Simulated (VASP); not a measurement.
An input for Ansatz (written as the equivalent of a VASP run, and not itself run):

Ansatz 0.2 input:
```yaml
crystal:
  lattice:
    - [3.2341121, 0.0000000, 0.0000000]
    - [0.0000000, 3.2341121, 0.0000000]
    - [0.0000000, 0.0000000, 3.2341121]
  atoms:
    - { symbol: Ga, position: [0.5000000, 0.5000000, 0.5000000] }
    - { symbol: Ag, position: [0.0000000, 0.0000000, 0.0000000] }
kpoints:
  mp_grid: { grid: [10, 10, 10] }
hamiltonian:
  xc: pbesol
  pseudopotentials: { kind: paw }
scf:
  occupations: { method: methfessel_paxton, width: 0.1 }
  max_iter: 100
relax:
  max_steps: 60
  f_tol: 0.01
  cell: {}
output: { forces: true, stress: true, eigenvalues: true }
```

Question: Translate this input to VASP (INCAR, KPOINTS, POSCAR, choice of POTCAR).

Answer: Several could match; the one computed here: 
### INCAR
```
! general
SYSTEM   =  GaAg
PREC     =  Accurate
ENCUT    =  400
LREAL    =  .FALSE.   ! projection in real space or not
LASPH    =  .TRUE.   ! aspherical one-centre terms

! electronic loop
EDIFF    =  1E-6   ! SCF stop (eV)
NELM     =  100   ! most electronic steps
ALGO     =  Normal   ! blocked Davidson
LMAXMIX  =  4   ! l cut-off of mixed one-centre charges

! smearing
ISMEAR   =  1   ! Methfessel-Paxton
SIGMA    =  0.1   ! width (eV)

! functional
GGA      =  PS   ! PBEsol

! ions
IBRION   =  2   ! conjugate gradients
NSW      =  60   ! most ionic steps
ISIF     =  3   ! ions, shape and volume
EDIFFG   =  -0.01   ! ionic stop

! output
LWAVE    =  .FALSE.
LCHARG   =  .FALSE.
```

### KPOINTS
```
Automatic mesh
0
Gamma
10 10 10
```

### POSCAR
```
GaAg
1.0
  3.2341120612   0.0000000000   0.0000000000
  0.0000000000   3.2341120612   0.0000000000
  0.0000000000   0.0000000000   3.2341120612
Ga Ag
1 1
Direct
  0.5000000000   0.5000000000   0.5000000000
  0.0000000000   0.0000000000   0.0000000000
```

POTCAR, in this order: Ga_d Ag (PBE.64 set). Program: vasp_std.

The two are equivalent in intent, not identical: each code has its own PAW files, so the cut-off isn't converted (ENCUT is set for VASP's; basis.ecutwfc is left out, and Ansatz then takes the one that its files recommend); Ansatz stops its SCF on the density residual and VASP on the energy change (EDIFF).

The structure comes from a computed database's GaAg entry (Pm-3m); how it stands against other phases isn't given here. This run relaxes it. Symmetry was kept, so distortions that lower it aren't found. The start is the result of an earlier pass.
